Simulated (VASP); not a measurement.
# AgB2 (P6/mmm) in VASP: a series of runs

One crystal, AgB2, is run at these levels: r2SCAN; tasks: single point.

All numbers are computed with VASP 6.6.1; they aren't measurements. Logs are shortened: lines on timing, memory, paths and dates and some standing lists are left out, and cuts for length are marked.

## Step 1: The crystal as given

It takes space group P6/mmm (No. 191, hexagonal). The conventional cell has a = 3.000 Å, b = 3.000 Å, c = 3.240 Å, α = 90.00°, β = 90.00°, γ = 120.00°. Ag (site symmetry 6/mmm) has 12 B at 2.37 Å as nearest neighbours. B (site symmetry -6m2) is surrounded by 3 B at 1.73 Å.

## Step 2: Single point, r2SCAN

The input, INCAR:

```
SYSTEM = AgB2
PREC = Accurate
ENCUT = 280
EDIFF = 1E-6
ISMEAR = 0
SIGMA = 0.05
LREAL = .False.
LASPH = .True.
NELM = 100
ALGO = Normal
ISIF = 2
LWAVE = .False.
LCHARG = .False.
METAGGA = R2SCAN
LMIXTAU = .True.
ADDGRID = .False.
```

The input, KPOINTS:

```
regular mesh
0
Gamma
  4 4 3
  0 0 0
```

The input, POSCAR:

```
AgB2
1.0
    3.0000000000      0.0000000000      0.0000000000
   -1.5000000000      2.5980762114      0.0000000000
    0.0000000000      0.0000000000      3.2400000000
Ag B
1 2
Direct
    0.0172000000      0.0014340000     -0.0107780000
    0.6537670000      0.3220700000      0.4709270000
    0.3421410000      0.7037590000      0.5156140000
```

Potentials or basis: VASP PAW PBE potentials, release 64 (Ag, B).

Run with:

```console
$ cat potpaw_PBE.64/Ag/POTCAR potpaw_PBE.64/B/POTCAR > POTCAR
$ mpirun -np 1 vasp_std > vasp.out
```

OUTCAR:

```text
SYSTEM = AgB2
   PREC = Accurate
   ENCUT = 280
   EDIFF = 1E-6
   ISMEAR = 0
   LREAL = .False.
   LASPH = .True.
   NELM = 100
   ISIF = 2
   METAGGA = R2SCAN

 Found     26 irreducible k-points:

 Following reciprocal coordinates:
            Coordinates               Weight
  0.000000  0.000000  0.000000      1.000000
  0.250000 -0.000000  0.000000      2.000000
  0.000000  0.250000  0.000000      2.000000
 -0.250000  0.250000  0.000000      2.000000
  0.500000 -0.000000  0.000000      1.000000
  0.000000  0.500000  0.000000      1.000000
   k-points           NKPTS =     26   k-points in BZ     NKDIM =     26   number of bands    NBANDS=     12
   number of dos      NEDOS =    301   number of ions     NIONS =      3
   total plane-waves  NPLWV =   4608
   dimension x,y,z NGX =    16 NGY =   16 NGZ =   18
   dimension x,y,z NGXF=    32 NGYF=   32 NGZF=   36
   ions per type =               1   2
   NGX,Y,Z   is equivalent  to a cutoff of   8.87,  8.87,  9.24 a.u.
   NGXF,Y,Z  is equivalent  to a cutoff of  17.73, 17.73, 18.47 a.u.
 SYSTEM =  AgB2
   PREC   = accura    normal or accurate (medium, high low for compatibility)
   ISTART =      0    job   : 0-new  1-cont  2-samecut
   ICHARG =      2    charge: 1-file 2-atom 10-const
   ISPIN  =      1    spin polarized calculation?
   LNONCOLLINEAR =      F non collinear calculations
   LSORBIT =      F    spin-orbit coupling
   LASPH  =      T    aspherical Exc in radial PAW
   ENCUT  =  280.0 eV  20.58 Ry    4.54 a.u.   4.09  4.09  4.42*2*pi/ulx,y,z
   NELM   =    100;   NELMIN=  2; NELMDL= -5     # of ELM steps
   EDIFF  = 0.1E-05   stopping-criterion for ELM
   LREAL  =      F    real-space projection
   EDIFFG = 0.1E-04   stopping-criterion for IOM
   NSW    =      0    number of steps for IOM
   IBRION =     -1    ionic relax: 0-MD 1-quasi-New 2-CG
   NFREE  =      0    steps in history (QN), initial steepest desc. (CG)
   ISIF   =      2    stress and relaxation
   ISYM   =      2    0-nonsym 1-usesym 2-fastsym
   POTIM  = 0.5000    time-step for ionic-motion
   TEBEG  =    0.0;   TEEND  =   0.0 temperature during run
   PSTRESS=    0.0 pullay stress
   NELECT =      17.0000    total number of electrons
   NUPDOWN=      -1.0000    fix difference up-down
   EMIN   =  10.00;   EMAX   =-10.00  energy-range for DOS
   EFERMI =   0.00;   METHOD = LEGACY
   ISMEAR =     0;   SIGMA  =   0.05  broadening in eV -4-tet -1-fermi 0-gaus
   EFERMI_NEDOS =   21; number of points for ismear=-14 and -15
   IALGO  =     38    algorithm
   IMIX   =      4    mixing-type and parameters
     AMIX     =   0.40;   BMIX     =  1.00
     AMIX_MAG =   1.60;   BMIX_MAG =  1.00
  volume/ion in A,a.u.               =       8.42        56.81
  Fermi-wavevector in a.u.,A,eV,Ry     =   1.434779  2.711340 28.008838  2.058591
  Thomas-Fermi vector in A             =   2.554150
   LORBIT       =      0    0 simple, 1 ext, 2 COOP (PROOUT), +10 PAW based schemes
   METAGGA = R2SCAN    functional components
   LHFCALC =     F    Hartree Fock is set to
   AEXX    =    0.0000 exact exchange contribution
   IVDW    =     0    specifies the selected vdW correction
   LEPSILON=     F    determine dielectric tensor
   LRPA    =     F    only Hartree local field effects (RPA)
 non-spin polarized calculation
 Gauss-broadening in eV      SIGMA  =   0.05
  energy-cutoff  :      280.00
  volume of cell :       25.25
 maximum number of plane-waves:       280
   NGX =  9   NGY =  9   NGZ =  9

 number of electron      17.0000003 magnetization

 Free energy of the ion-electron system (eV)
  ---------------------------------------------------
  ext. energy  EPLUGINS =         0.00000000
  ---------------------------------------------------
  free energy    TOTEN  =       -32.85677971 eV

  energy without entropy =      -32.85117314  energy(sigma->0) =      -32.85397642

 E-fermi :  10.4929     XC(G=0): -14.2711

 val. band max:       10.4719392713   @ k =  -0.2500   0.2500   0.3333
 cond. band min:      10.4951428853   @ k =   0.2500  -0.0000   0.0000
 fundamental gap:      0.0232036141
 Fermi energy:        10.4928793738

 k-point     1 :       0.0000    0.0000    0.0000
  band No.  band energies     occupation
      1      -4.5320      2.00000
      2       3.3429      2.00000
      3       3.7282      2.00000
      4       3.9196      2.00000
      5       5.3680      2.00000
      6       5.4972      2.00000
      7       7.3744      2.00000
      8      10.9772      0.00000
      9      12.6573      0.00000
     10      15.4543      0.00000
     11      16.4203      0.00000
     12      17.4628      0.00000

 k-point     2 :       0.2500   -0.0000    0.0000
  band No.  band energies     occupation
      1      -3.2921      2.00000
      2       2.8421      2.00000
      3       3.6348      2.00000
      4       3.7921      2.00000
      5       4.5698      2.00000
      6       5.3107      2.00000
      7       8.2251      2.00000
      8       9.3096      2.00000
      9      10.4951      0.94895
     10      16.0456      0.00000
     11      17.1735      0.00000
     12      19.2063      0.00000

 k-point     3 :       0.0000    0.2500    0.0000
  band No.  band energies     occupation
      1      -3.3273      2.00000
      2       2.7126      2.00000
      3       3.6557      2.00000
      4       3.9705      2.00000
      5       4.6838      2.00000
      6       5.2411      2.00000
      7       8.1963      2.00000
      8       9.5145      2.00000
      9      10.2352      2.00000
     10      16.0574      0.00000
     11      17.6291      0.00000
     12      19.1115      0.00000

 k-point     4 :      -0.2500    0.2500    0.0000
  band No.  band energies     occupation
      1      -3.2913      2.00000
      2       2.8450      2.00000
      3       3.6540      2.00000
      4       3.7865      2.00000
      5       4.5534      2.00000
      6       5.3209      2.00000
      7       8.2406      2.00000
      8       9.2418      2.00000
      9      10.4986      0.87133
     10      16.0507      0.00000
     11      17.2306      0.00000
     12      19.2198      0.00000

 k-point     5 :       0.5000   -0.0000    0.0000
  band No.  band energies     occupation
      1      -0.2719      2.00000
      2       0.1111      2.00000
      3       2.9220      2.00000
      4       3.3462      2.00000
      5       5.1353      2.00000
      6       6.0042      2.00000
      7       7.0501      2.00000
      8       7.2765      2.00000
      9      13.9746      0.00000
     10      15.1151      0.00000
     11      17.0943      0.00000
     12      17.5999      0.00000

 k-point     6 :       0.0000    0.5000    0.0000
  band No.  band energies     occupation
      1      -0.7235      2.00000
      2       0.3841      2.00000
      3       3.1462      2.00000
      4       3.4358      2.00000
      5       5.0573      2.00000
      6       5.9963      2.00000
      7       7.2070      2.00000
      8       7.4599      2.00000
      9      12.8658      0.00000
     10      15.5974      0.00000
     11      17.3927      0.00000
     12      17.6259      0.00000

 [... further k-points ...]
[... 5 lines left out ...]
  --------------------------------------------------------------------------------------
  -------------------------------------------------------------------------------------
  Total        5.6763091      7.7977519     12.7473601     -0.0070174      0.1785852      0.0425065
  in kB      360.1293073    494.7227088    808.7470078     -0.4452145     11.3302101      2.6967939
  external PRESSURE =     554.5330080 kB  Pullay stress =       0.0000000 kB

 VOLUME and BASIS-vectors are now :
 -----------------------------------------------------------------------------
  energy-cutoff  :      280.00
  volume of cell :       25.25
      direct lattice vectors                 reciprocal lattice vectors
     3.000000000  0.000000000  0.000000000     0.333333333  0.192450090  0.000000000
    -1.500000000  2.598076211  0.000000000     0.000000000  0.384900179  0.000000000
     0.000000000  0.000000000  3.240000000     0.000000000  0.000000000  0.308641975

 POSITION                                       TOTAL-FORCE (eV/Angst)
 -----------------------------------------------------------------------------------
      0.04945      0.00373      3.20508        -0.189359      0.040627      0.224677
      1.47820      0.83676      1.52580         0.271824      1.374896      0.867674
     -0.02922      1.82842      1.67059        -0.082465     -1.415522     -1.092351
 -----------------------------------------------------------------------------------
    total drift:                                0.000830      0.000658     -0.000883

  FREE ENERGIE OF THE ION-ELECTRON SYSTEM (eV)
  ---------------------------------------------------
  free  energy   TOTEN  =       -32.8567797069 eV

  energy  without entropy=      -32.8511731352  energy(sigma->0) =      -32.85397642
```

It took 8.5 s on 1 thread of Intel Xeon 6975P-C (Granite Rapids), shared host; peak memory 0.11 GiB.

The run converged, but a check on its numbers failed (symmetry, net force, bounds or a known fault of this set-up), so they aren't taken as properties of the crystal.

Caveat: the k mesh is coarse (spacing up to 0.65 Å⁻¹), so the values aren't converged; the cutoff lies under the usual one of these potentials, so the numbers hold a large basis-set error; the PAW data sets were made with another functional, which shifts forces and pressure a little.

## Step 3: Single point, r2SCAN

Changes to INCAR since step 2:

```diff
@@ -2,3 +2,3 @@
 PREC = Accurate
-ENCUT = 280
+ENCUT = 460
 EDIFF = 1E-6
```

The input, KPOINTS:

```
regular mesh
0
Gamma
  3 3 3
  0 0 0
```

The input, POSCAR:

```
AgB2
1.0
    3.0000000000      0.0000000000      0.0000000000
   -1.5000000000      2.5980762114      0.0000000000
    0.0000000000      0.0000000000      3.2400000000
Ag B
1 2
Direct
    0.0000000000      0.0000000000      0.0000000000
    0.6666666667      0.3333333333      0.5000000000
    0.3333333333      0.6666666667      0.5000000000
```

Potentials or basis: VASP PAW PBE potentials, release 64 (Ag, B).

Run with:

```console
$ cat potpaw_PBE.64/Ag/POTCAR potpaw_PBE.64/B/POTCAR > POTCAR
$ mpirun -np 1 vasp_std > vasp.out
```

Wall time 8 s (1 thread of Intel Xeon 6975P-C (Granite Rapids), shared host); peak memory 0.14 GiB.

The run converged, but some of its settings lie outside the range that counts as converged, so its numbers aren't taken as properties of the crystal.

Results:

```yaml
Free_energy: -33.0989 eV
Pressure: 53.1 GPa
Band_gap_on_the_k_mesh: none (metal or under the smearing width)
```

Caveat: the k mesh is coarse (spacing up to 0.81 Å⁻¹), so the values aren't converged; a pressure of tens of GPa on the cell as given is suspect, and the run, the potentials or the cell itself is likely at fault; the PAW data sets were made with another functional, which shifts forces and pressure a little.

## Step 4: Single point, r2SCAN

INCAR is that of step 3.

KPOINTS is that of step 3.

The input, POSCAR:

```
AgB2
1.0
    3.0000000000      0.0000000000      0.0000000000
   -1.5000000000      2.5980762114      0.0000000000
    0.0000000000      0.0000000000      3.2400000000
Ag B
1 2
Direct
    0.0172000000      0.0014340000     -0.0107780000
    0.6537670000      0.3220700000      0.4709270000
    0.3421410000      0.7037590000      0.5156140000
```

Run with:

```console
$ cat potpaw_PBE.64/Ag/POTCAR potpaw_PBE.64/B/POTCAR > POTCAR
$ mpirun -np 1 vasp_std > vasp.out
```

Run time: 9.5 s. Hardware: 1 thread of Intel Xeon 6975P-C (Granite Rapids), shared host; peak memory 0.14 GiB.

The run converged, but some of its settings lie outside the range that counts as converged, so its numbers aren't taken as properties of the crystal.

What came out:

```
Free energy            : -32.8782 eV
Pressure               : 56.2 GPa
Largest force          : 1.995 eV/Å
Band gap on the k mesh : none (metal or under the smearing width)
```

Caveat: the k mesh is coarse (spacing up to 0.81 Å⁻¹), so the values aren't converged; the PAW data sets were made with another functional, which shifts forces and pressure a little.
